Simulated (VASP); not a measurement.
All values below come from optB88-vdW, VASP's PBE PAW potentials (set 64) (plane waves; VASP).

VASP input:

KPOINTS:
```
Automatic
0
gamma
7 7 7
0 0 0
```

POSCAR:
```
PbS
1
    0.0000000000     2.9946209931     2.9946209931
    2.9946209931    -0.0000000000     2.9946209931
    2.9946209931     2.9946209931     0.0000000000
Pb S
1 1
Direct
  0.0000000000   0.0000000000   0.0000000000
  0.5000000000   0.5000000000   0.5000000000
```

**INCAR**
```
AGGAC = 0.0
ALGO = Normal
EDIFF = 1E-6
EDIFFG = -0.01
ENCUT = 520
GGA = BO
IBRION = 2
ISIF = 3
ISMEAR = 0
LASPH = .True.
LCHARG = .False.
LMAXMIX = 4
LREAL = .False.
LUSE_VDW = .True.
LWAVE = .False.
NELM = 100
NSW = 60
PARAM1 = 0.1833333333
PARAM2 = 0.22
PREC = Accurate
SIGMA = 0.05
SYSTEM = PbS
```

POTCAR, in this order: Pb_d S (PBE.64 set). Program: vasp_std.

Output

OUTCAR:
```
 ion  position               nearest neighbor table
   1  0.000  0.000  0.000-   2 2.99   2 2.99   2 2.99   2 2.99   2 2.99   2 2.99
   2  0.500  0.500  0.500-   1 2.99   1 2.99   1 2.99   1 2.99   1 2.99   1 2.99
  LATTYP: Found a face centered cubic cell.
 ALAT       =     5.9892419862
 Subroutine PRICEL returns:
 Original cell was already a primitive cell.
 Subroutine GETGRP returns: Found 48 space group operations
The static configuration has the point symmetry O_h .
The dynamic configuration has the point symmetry O_h .
 Subroutine INISYM returns: Found 48 space group operations
 Subroutine IBZKPT returns following result:
 Found     20 irreducible k-points:

 Following reciprocal coordinates:
            Coordinates               Weight
  0.000000  0.000000  0.000000      1.000000
  0.142857  0.000000  0.000000      8.000000
  0.285714  0.000000  0.000000      8.000000
  0.428571  0.000000  0.000000      8.000000
  0.142857  0.142857  0.000000      6.000000
  0.285714  0.142857  0.000000     24.000000
  0.428571  0.142857  0.000000     24.000000
 -0.428571  0.142857  0.000000     24.000000
 -0.285714  0.142857  0.000000     24.000000
...
```

**OSZICAR**
```
       N       E                     dE             d eps       ncg     rms          rms(c)
DAV:   1     0.165446766145E+03    0.16545E+03   -0.99192E+03   560   0.145E+03
DAV:   2     0.817701989330E+01   -0.15727E+03   -0.15366E+03   614   0.353E+02
DAV:   3    -0.436794267604E+01   -0.12545E+02   -0.12488E+02   712   0.105E+02
DAV:   4    -0.469812375372E+01   -0.33018E+00   -0.33006E+00   654   0.203E+01
DAV:   5    -0.471099636670E+01   -0.12873E-01   -0.12872E-01   772   0.375E+00    0.424E+00
DAV:   6    -0.413195779176E+01    0.57904E+00   -0.19000E+00   808   0.100E+01    0.296E+00
DAV:   7    -0.413652040193E+01   -0.45626E-02   -0.15724E-01   584   0.228E+00    0.186E+00
DAV:   8    -0.414022234063E+01   -0.37019E-02   -0.19482E-02   608   0.190E+00    0.428E-01
DAV:   9    -0.413930570641E+01    0.91663E-03   -0.37251E-03   848   0.672E-01    0.102E-01
DAV:  10    -0.413947866721E+01   -0.17296E-03   -0.38465E-04   602   0.200E-01    0.559E-02
DAV:  11    -0.413948523788E+01   -0.65707E-05   -0.60473E-05   716   0.112E-01    0.114E-02
DAV:  12    -0.413948556741E+01   -0.32953E-06   -0.30589E-06   704   0.179E-02
   1 F= -.41394856E+01 E0= -.41394856E+01  d E =-.413949E+01
```

File OUTCAR:
```
------------------------ aborting loop because EDIFF is reached ----------------------------------------
  FORCE on cell =-STRESS in cart. coord.  units (eV):
  Direction    XX          YY          ZZ          XY          YZ          ZX
  --------------------------------------------------------------------------------------
  Total       -0.0008535     -0.0008535     -0.0008535      0.0000000      0.0000000     -0.0000000
  in kB       -0.0254586     -0.0254586     -0.0254586      0.0000000      0.0000000     -0.0000000
  external PRESSURE =      -0.0254586 kB  Pullay stress =       0.0000000 kB
  volume of cell :       53.71
      direct lattice vectors                 reciprocal lattice vectors
     0.000000000  2.994620993  2.994620993    -0.166966037  0.166966037  0.166966037
     2.994620993  0.000000000  2.994620993     0.166966037 -0.166966037  0.166966037
     2.994620993  2.994620993  0.000000000     0.166966037  0.166966037 -0.166966037
  FREE ENERGIE OF THE ION-ELECTRON SYSTEM (eV)
  ---------------------------------------------------
  free  energy   TOTEN  =        -4.1394855674 eV

  energy  without entropy=       -4.1394855674  energy(sigma->0) =       -4.13948557

 reached required accuracy - stopping structural energy minimisation
```
(Selected blocks of OUTCAR.)

The compound is PbS in the rock salt structure. It was relaxed first. The start is the result of an earlier pass.
